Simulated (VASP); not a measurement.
# Lattice of Ta across functionals and dispersion corrections, part 2 of 2

How close do the usual functionals, with and without dispersion, come to the cell of Ta? The start is a cell from a database of measured crystal structures.

VASP 6.6.1, plane waves and PAW; the level of theory is named at each step.

Still holding for the runs below: This run has no spin polarisation. Its electron count is odd, so without a moment it is a metal by construction. The k-mesh is coarse for a metal.

So far, final volume (Å³): step 2 (relaxation, level PBE) 18.3; step 3 (relaxation, level LDA) 17.3.

## 4. Relaxation with r2SCAN

This step: r2SCAN; plane waves and PAW (Ta_pv) (VASP 6.6.1).

r2SCAN adds the kinetic-energy density, costs more than a GGA and is run with LASPH.

Contents of INCAR:

```
SYSTEM = Ta
PREC = Accurate
ENCUT = 520
EDIFF = 1E-06
NELM = 100
ISMEAR = -1
SIGMA = 0.05
LREAL = .FALSE.
ALGO = Normal
METAGGA = R2SCAN
LASPH = .TRUE.
NBANDS = 11
LORBIT = 11
LWAVE = .FALSE.
LCHARG = .FALSE.
KPAR = 2
IBRION = 2
NSW = 60
ISIF = 3
EDIFFG = -0.01
```

Contents of POSCAR:

```
Ta
1.0
   -1.6512800000      1.6512800000      1.6512800000
    1.6512800000     -1.6512800000      1.6512800000
    1.6512800000      1.6512800000     -1.6512800000
Ta
1
Direct
    0.0000000000      0.0000000000      0.0000000000
```

Contents of KPOINTS:

```
Automatic mesh
0
Gamma
9 9 9
0 0 0
```

Potentials, in the order of the species: Ta_pv (PBE family, release 64).

Run with:

```sh
mpirun -np 2 vasp_std
```

The log of the run:

```text
[banner, memory and clock lines left out]
running    2 mpi-ranks, on    1 nodes
[...]
[... a notice as in an earlier step ...]

 LDA part: xc-table for (None), standard interpolation
 POSCAR, INCAR and KPOINTS ok, starting setup
[...]
entering main loop
       N       E                     dE             d eps       ncg     rms          rms(c)
DAV:   1     0.177053475584E+02    0.17705E+02   -0.63911E+03   770   0.989E+02
DAV:   2    -0.508484960095E+02   -0.68554E+02   -0.66822E+02   870   0.258E+02
DAV:   3    -0.518851438696E+02   -0.10366E+01   -0.10224E+01   920   0.287E+01
DAV:   4    -0.518904486799E+02   -0.53048E-02   -0.53031E-02   890   0.194E+00
[...]
DAV:  10    -0.485696113813E+02    0.81235E-04   -0.19155E-04   854   0.158E-01    0.393E-02
DAV:  11    -0.485696011953E+02    0.10186E-04   -0.28009E-06   872   0.174E-02    0.335E-03
DAV:  12    -0.485696020958E+02   -0.90059E-06   -0.52519E-07   433   0.749E-03
   1 F= -.48569602E+02 E0= -.48560815E+02  d E =-.485696E+02
[...]
DAV:   6    -0.485643532363E+02   -0.32375E-05   -0.67413E-07   502   0.965E-03    0.196E-03
DAV:   7    -0.485643533118E+02   -0.75426E-07   -0.72126E-08   388   0.381E-03
   2 F= -.48564353E+02 E0= -.48557277E+02  d E =0.524878E-02
 trial-energy change:    0.005249  1 .order    0.005363   -0.009945    0.020671
 step:   0.3298(harm=  0.3248)  dis= 0.00000  next Energy=   -48.571246 (dE=-0.164E-02)
[...]
N       E                     dE             d eps       ncg     rms          rms(c)
DAV:   1    -0.486074676617E+02   -0.43114E-01   -0.12169E+00   776   0.138E+01    0.176E+00
DAV:   2    -0.485776607878E+02    0.29807E-01   -0.36393E-02   791   0.215E+00    0.596E-01
DAV:   3    -0.485710175073E+02    0.66433E-02   -0.19704E-02   815   0.150E+00    0.234E-01
DAV:   4    -0.485712435624E+02   -0.22606E-03   -0.14245E-04   835   0.145E-01    0.360E-02
DAV:   5    -0.485712421723E+02    0.13901E-05   -0.36309E-05   839   0.685E-02    0.168E-02
DAV:   6    -0.485712402022E+02    0.19701E-05   -0.59030E-07   518   0.986E-03    0.670E-04
DAV:   7    -0.485712401112E+02    0.90976E-07   -0.35277E-08   388   0.240E-03
   3 F= -.48571240E+02 E0= -.48562951E+02  d E =-.163802E-02
[...]
reached required accuracy - stopping structural energy minimisation
```

It took 17 s on 2 MPI ranks of Intel Xeon 6975P-C (Granite Rapids), shared host; peak memory 0.27 GiB.

Parts of OUTCAR (step 4):

```text
  Total       -0.0003526     -0.0003526     -0.0003526     -0.0000000     -0.0000000      0.0000000
  in kB       -0.0309737     -0.0309737     -0.0309737     -0.0000000     -0.0000000      0.0000000
  external PRESSURE =      -0.0309737 kB  Pullay stress =       0.0000000 kB

 POSITION                                       TOTAL-FORCE (eV/Angst)
 -----------------------------------------------------------------------------------
     -0.00000      0.00000      0.00000        -0.000000      0.000000     -0.000000
 -----------------------------------------------------------------------------------
    total drift:                               -0.000000      0.000000      0.000000

  FREE ENERGIE OF THE ION-ELECTRON SYSTEM (eV)
  ---------------------------------------------------
  free  energy   TOTEN  =       -48.5712401112 eV

  energy  without entropy=      -48.5546624708  energy(sigma->0) =      -48.56295129

[... 2 parts as in an earlier step ...]

[... 2 further parts left out ...]
[key lines of the parts left out:]
E-fermi :   5.2624
```

The PAW data sets were made with PBE, which is usual practice but a small mismatch for other functionals.

Relaxation path:

```
step  energy less that of the first step (eV)  largest force (eV/Å)  pressure (GPa)  volume (Å³)
   1                                   0.0000                0.0000            2.33        18.01
   2                                   0.0052                0.0000           -4.67        18.70
   3                                  -0.0016                0.0000            0.00        18.24
```

```
conventional cell, symmetrised  before  after  change
                         a (Å)   3.303  3.316  +0.4 %
                         b (Å)   3.303  3.316  +0.4 %
                         c (Å)   3.303  3.316  +0.4 %
              volume (Å³/atom)   18.01  18.24  +1.3 %
```

The relaxed structure:

```
Ta
1.0
    -1.65817    1.65817    1.65817
     1.65817   -1.65817    1.65817
     1.65817    1.65817   -1.65817
Ta
1
Cartesian
  0.0000 0.0000 0.0000
```

It ends at 18.24 Å³/atom, +1.3 % from the start, with 0.00 GPa left. The conventional cell has a = 3.316 Å.

## 5. Relaxation with PBE + D3(BJ)

This step: PBE with D3(BJ); plane waves and PAW (Ta_pv) (VASP 6.6.1).

A dispersion term adds the long-range attraction that semilocal functionals lack. D3 with Becke-Johnson damping keeps a finite attraction at short range.

Changes to INCAR since step 4:

```diff
@@ -9,5 +9,6 @@
 ALGO = Normal
-METAGGA = R2SCAN
+GGA = PE
+IVDW = 12
+NBANDS = 11
 LASPH = .TRUE.
-NBANDS = 11
 LORBIT = 11
```

POSCAR is that of step 4.

KPOINTS is that of step 4.

Run with:

```sh
mpirun -np 2 vasp_std
```

The log of the run:

```text
[... set-up lines as in an earlier step ...]
 entering main loop
       N       E                     dE             d eps       ncg     rms          rms(c)
[... 11 cycles as in an earlier step ...]
   1 F= -.12460982E+02 E0= -.12451681E+02  d E =-.124610E+02
[...]
N       E                     dE             d eps       ncg     rms          rms(c)
DAV:   1    -0.118854448602E+02   -0.86932E-01   -0.38284E+00   806   0.244E+01    0.338E+00
DAV:   2    -0.117809014055E+02    0.10454E+00   -0.11690E-01   794   0.397E+00    0.115E+00
DAV:   3    -0.117584409329E+02    0.22460E-01   -0.59303E-02   854   0.273E+00    0.412E-01
DAV:   4    -0.117589272874E+02   -0.48635E-03   -0.87760E-04   938   0.316E-01    0.430E-02
DAV:   5    -0.117589385990E+02   -0.11312E-04   -0.52221E-05   896   0.786E-02    0.199E-02
DAV:   6    -0.117589369026E+02    0.16964E-05   -0.20309E-06   836   0.174E-02    0.957E-04
DAV:   7    -0.117589369187E+02   -0.16138E-07   -0.18747E-08   436   0.163E-03
   2 F= -.12453510E+02 E0= -.12446020E+02  d E =0.747215E-02
 trial-energy change:    0.007472  1 .order    0.007839   -0.014208    0.029886
 step:   0.3333(harm=  0.3222)  dis= 0.00000  next Energy=   -12.463363 (dE=-0.238E-02)
[...]
N       E                     dE             d eps       ncg     rms          rms(c)
DAV:   1    -0.118474439518E+02   -0.88507E-01   -0.17846E+00   791   0.170E+01    0.224E+00
DAV:   2    -0.117998992407E+02    0.47545E-01   -0.56949E-02   803   0.266E+00    0.748E-01
DAV:   3    -0.117902146270E+02    0.96846E-02   -0.26260E-02   845   0.177E+00    0.251E-01
DAV:   4    -0.117904255599E+02   -0.21093E-03   -0.37388E-04   953   0.208E-01    0.292E-02
DAV:   5    -0.117904254785E+02    0.81387E-07   -0.16397E-05   854   0.429E-02    0.159E-02
DAV:   6    -0.117904257338E+02   -0.25524E-06   -0.27562E-07   544   0.684E-03
   3 F= -.12463387E+02 E0= -.12454499E+02  d E =-.240477E-02
[...]
reached required accuracy - stopping structural energy minimisation
```

It took 6 s on 2 MPI ranks; peak memory 0.28 GiB.

Parts of OUTCAR (step 5):

```text
 Edisp (eV)   -0.69457

 Edisp (eV)   -0.67296

  Total      -0.00072    -0.00072    -0.00072     0.00000    -0.00000     0.00000
  in kB      -0.06469    -0.06469    -0.06469     0.00000    -0.00000     0.00000
  external pressure =       -0.06 kB  Pullay stress =        0.00 kB

 POSITION                                       TOTAL-FORCE (eV/Angst)
 -----------------------------------------------------------------------------------
      0.00000      0.00000      0.00000         0.000000      0.000000      0.000000
 -----------------------------------------------------------------------------------
    total drift:                               -0.000000      0.000000     -0.000000

  FREE ENERGIE OF THE ION-ELECTRON SYSTEM (eV)
  ---------------------------------------------------
  free  energy   TOTEN  =       -12.4633865259 eV

  energy  without entropy=      -12.4456108343  energy(sigma->0) =      -12.45449868

[... 2 parts as in an earlier step ...]

[... 2 further parts left out ...]
[key lines of the parts left out:]
E-fermi :   5.6784
```

Dispersion corrections of this kind ignore metallic screening and tend to overbind metals.

Step by step:

```
step  energy less that of the first step (eV)  largest force (eV/Å)  pressure (GPa)  volume (Å³)
   1                                   0.0000                0.0000           -2.79        18.01
   2                                   0.0075                0.0000            6.14        17.21
   3                                  -0.0024                0.0000           -0.01        17.74
```

```
conventional cell, symmetrised  before  after  change
                         a (Å)   3.303  3.286  -0.5 %
                         b (Å)   3.303  3.286  -0.5 %
                         c (Å)   3.303  3.286  -0.5 %
              volume (Å³/atom)   18.01  17.74  -1.5 %
```

Final coordinates:

```xyz
1
Lattice="-1.6430 1.6430 1.6430 1.6430 -1.6430 1.6430 1.6430 1.6430 -1.6430" Properties=species:S:1:pos:R:3 pbc="T T T"
Ta    0.0000    0.0000    0.0000
```

It ends at 17.74 Å³/atom, -1.5 % from the start, with -0.01 GPa left. The conventional cell has a = 3.286 Å. Against plain PBE, the dispersion term moves a by -1.1 %.

## 6. The cells as a table

This step: relaxed cells at several levels; plane waves and PAW (VASP 6.6.1).

No new run; the numbers come from the runs before.

Lengths are those of the conventional cell; cost is the wall time of each run, as given at its step, times its ranks, without the set-up around it. Results by level, by row:

```
       level  volume (Å³/atom)  change from the start (%)  a (Å)  cost (core minutes)
         PBE             18.34                        1.8  3.323                0.193
         LDA             17.25                       -4.2  3.256                 0.18
      r2SCAN             18.24                        1.3  3.316                0.553
PBE + D3(BJ)             17.74                       -1.5  3.286                  0.2
```

## 7. Results

| Property | Result |
| --- | --- |
| volume, PBE | 18.34 Å³/atom |
| volume, LDA | 17.25 Å³/atom |
| volume, r2SCAN | 18.24 Å³/atom |
| volume, PBE + D3(BJ) | 17.74 Å³/atom |

In words: For Ta the levels give volumes between 17.25 Å³/atom (LDA) and 18.34 Å³/atom (PBE), a spread of 6.3 %, while the cost of the finished runs spans a factor of 3.1. Against the volume of the start, a cell from experiment, r2SCAN comes nearest (+1.3 %) and LDA lies farthest (-4.2 %); thermal expansion is in that cell alone. Within 2 % of it: PBE, r2SCAN and PBE + D3(BJ). The costs hold the number of ionic steps as well as the price of the functional. Adding D3(BJ) to PBE changes the volume by -3.3 % (a by -1.1 %). Pairwise corrections of the D and TS kind ignore the screening in a metal, so they may overbind here. Within 0.02 Å all end in space group Im-3m; the runs can't lower the symmetry of the start. The k-sampling is coarse for a metal, so the Fermi level, pressures and the shape of the cell carry errors. Spin-orbit coupling is left out. Each is a single relaxation on the plane waves of the start cell, so larger changes of volume carry a basis-set error that was not tested here. Zero-point and thermal expansion are not included.

[Lines on the potential files, build, host, timing and source positions are cut from VASP's logs without a mark.]

[Logs are printed without paths, hosts, clocks, repeated set-up lines and the standing remarks that a program may print on its own settings, such as how far it seeks lower states.]

[Hosts, paths, dates, database ids (printed as entryN), source tags and the programs' standing remarks are cut or masked in the printed files.]

[A measured line is paired with the nearest computed mode of its activity, which favours agreement.]
